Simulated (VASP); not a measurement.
Level of theory: vdW-DF2, VASP's PBE PAW potentials (set 64) (plane waves; VASP).

VASP ran on this input.

File POSCAR:
```
LiH
1
    0.0000000000     2.0133977169     2.0133977169
    2.0133977169     0.0000000000     2.0133977169
    2.0133977169     2.0133977169     0.0000000000
Li H
1 1
Direct
  0.0000000000   0.0000000000   0.0000000000
  0.5000000000   0.5000000000   0.5000000000
```

File KPOINTS:
```
k-points along high-symmetry lines
15
Line-mode
Reciprocal
  0.000000   0.000000   0.000000 ! GAMMA
  0.500000   0.000000   0.500000 ! X

  0.500000   0.000000   0.500000 ! X
  0.625000   0.250000   0.625000 ! U

  0.375000   0.375000   0.750000 ! K
  0.000000   0.000000   0.000000 ! GAMMA

  0.000000   0.000000   0.000000 ! GAMMA
  0.500000   0.500000   0.500000 ! L

  0.500000   0.500000   0.500000 ! L
  0.500000   0.250000   0.750000 ! W

  0.500000   0.250000   0.750000 ! W
  0.500000   0.000000   0.500000 ! X
```

### INCAR
```
AGGAC=0.0
ALGO=Normal
EDIFF=1E-7
ENCUT=520
GGA=ML
ICHARG=11
ISMEAR=0
LASPH=.True.
LCHARG=.False.
LORBIT=11
LREAL=.False.
LUSE_VDW=.True.
LWAVE=.False.
NELM=100
PREC=Accurate
SIGMA=0.05
SYSTEM=LiH
ZAB_VDW=-1.8867
```

POTCAR, in this order: Li_sv H (PBE.64 set). Program: vasp_std. Read from the step before: CHGCAR.

What VASP printed:

File OUTCAR:
```
 ion  position               nearest neighbor table
   1  0.000  0.000  0.000-
   2  0.500  0.500  0.500-
  LATTYP: Found a face centered cubic cell.
 ALAT       =     4.0267954338
 Subroutine PRICEL returns:
 Original cell was already a primitive cell.
 Subroutine GETGRP returns: Found 48 space group operations
The static configuration has the point symmetry O_h .
The dynamic configuration has the point symmetry O_h .
 Subroutine INISYM returns: Found 48 space group operations
   k-points           NKPTS =     90   k-points in BZ     NKDIM =     90   number of bands    NBANDS=      6
   number of dos      NEDOS =    301   number of ions     NIONS =      2
   total plane-waves  NPLWV =  13824
   dimension x,y,z NGX =    24 NGY =   24 NGZ =   24
   dimension x,y,z NGXF=    48 NGYF=   48 NGZF=   48
   ions per type =               1   1
   PREC   = accura    normal or accurate (medium, high low for compatibility)
   ISTART =      0    job   : 0-new  1-cont  2-samecut
   ICHARG =     11    charge: 1-file 2-atom 10-const
   ISPIN  =      1    spin polarized calculation?
   LNONCOLLINEAR =      F non collinear calculations
   LSORBIT =      F    spin-orbit coupling
   INIWAV =      1    electr: 0-lowe 1-rand  2-diag
   ENCUT  =  520.0 eV  38.22 Ry    6.18 a.u.   5.29  5.29  5.29*2*pi/ulx,y,z
...
```

OSZICAR:
```
       N       E                     dE             d eps       ncg     rms          rms(c)
DAV:   1    -0.683453909517E+00   -0.68345E+00   -0.14569E+03  1092   0.608E+02
DAV:   2    -0.536183946658E+01   -0.46784E+01   -0.44942E+01  1590   0.643E+01
DAV:   3    -0.544449752329E+01   -0.82658E-01   -0.82658E-01  1254   0.841E+00
DAV:   4    -0.544653661946E+01   -0.20391E-02   -0.20391E-02  1506   0.936E-01
DAV:   5    -0.544654204198E+01   -0.54225E-05   -0.54225E-05  1338   0.477E-02
DAV:   6    -0.544654208506E+01   -0.43079E-07   -0.43079E-07  1518   0.351E-03
   1 F= -.54465421E+01 E0= -.54465421E+01  d E =-.619195E-33
```

### OUTCAR
```
 val. band max:       -0.3370734289   @ k =   0.5000   0.0000   0.5000

 cond. band min:       3.4054626682   @ k =   0.5000   0.0000   0.5000



 k-point     1 :       0.0000    0.0000    0.0000
  band No.  band energies     occupation
      1     -45.7929      2.00000
      2      -5.3361      2.00000
      3      15.8226      0.00000
      4      17.3714      0.00000
      5      17.3714      0.00000
      6      17.3715      0.00000

 k-point     2 :       0.0357    0.0000    0.0357
  band No.  band energies     occupation
      1     -45.7922      2.00000
      2      -5.3069      2.00000
      3      15.6081      0.00000
      4      17.1364      0.00000
      5      17.1365      0.00000
      6      17.5580      0.00000

 k-point     3 :       0.0714    0.0000    0.0714
  band No.  band energies     occupation
      1     -45.7903      2.00000
      2      -5.2189      2.00000
      3      15.1042      0.00000
      4      16.5501      0.00000
      5      16.5501      0.00000
      6      17.9132      0.00000

 k-point     4 :       0.1071    0.0000    0.1071
  band No.  band energies     occupation
      1     -45.7873      2.00000
      2      -5.0720      2.00000
      3      14.4544      0.00000
      4      15.8066      0.00000
      5      15.8067      0.00000
      6      18.1811      0.00000

 k-point     5 :       0.1429    0.0000    0.1429
  band No.  band energies     occupation
      1     -45.7833      2.00000
      2      -4.8640      2.00000
      3      13.6655      0.00000
      4      15.0268      0.00000
      5      15.0269      0.00000
      6      18.2057      0.00000

 k-point     6 :       0.1786    0.0000    0.1786
  band No.  band energies     occupation
      1     -45.7785      2.00000
      2      -4.5947      2.00000
      3      12.7160      0.00000
      4      14.2692      0.00000
      5      14.2693      0.00000
      6      17.9905      0.00000

...
```

The density is held fixed in this step, so its total energy and stress have no physical meaning.

The compound is LiH in the rock salt structure. It was relaxed first.
